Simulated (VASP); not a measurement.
# CuF (relaxed from the wurtzite structure, space group P6_3mc): computed properties

All values below come from r2SCAN meta-GGA, VASP's PBE PAW potentials (set 64) (plane waves; VASP 6.6.1).

```yaml
space_group: P6_3mc (186)
cell: a = b = 2.7894 Å, c = 6.7267 Å, α = β = 90.00°, γ = 120.00°
volume_per_atom: 11.33 Å³/atom
band gap (over mesh and band path): 0.36 eV
smallest direct gap (over mesh and band path): 0.77 eV
density: 6.05 g/cm³
```

```
CuF
1.0
    2.78936     0.00000     0.00000
   -1.39468     2.41566     0.00000
    0.00000     0.00000     6.72673
Cu F
2 2
Cartesian
  0.00000   1.61044   0.30716
  1.39468   0.80522   3.67053
  0.00000   1.61044   2.21536
  1.39468   0.80522   5.57872
```

The structure was generated: CuF was put into the wurtzite type (P6_3mc), which need not be its known phase. It was relaxed first, which changed the volume by +9 %. Symmetry was kept, so distortions that lower it aren't found.
